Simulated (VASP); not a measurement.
Energy against volume of BN (wurtzite). Level of theory: r2SCAN meta-GGA, VASP's PBE PAW potentials (set 64) (plane waves; VASP). Settings: 520 eV cut-off, 10×10×5 Γ-centred mesh, Gaussian smearing of 0.050 eV, potentials B N.

Shape and ions are relaxed at each volume.

```tsv
V (Å³/atom)	E (eV/atom)
5.558	-9.53714
5.735	-9.55937
5.912	-9.56665
6.090	-9.56090
```

Problem. Fit these four points and predict the energy of the run at 6.267 Å³/atom.

Solution. A cubic in V^(−2/3), the third-order Birch-Murnaghan form, passes through the four points with V0 = 5.92 Å³/atom and B0 = 390 GPa, and gives -9.5439 eV/atom there. The run gave -9.5438 eV/atom, +0.1 meV/atom from the fit; all five points give B0 = 390 GPa.

The compound is BN in the wurtzite structure, a metastable high-pressure form. It was relaxed first.
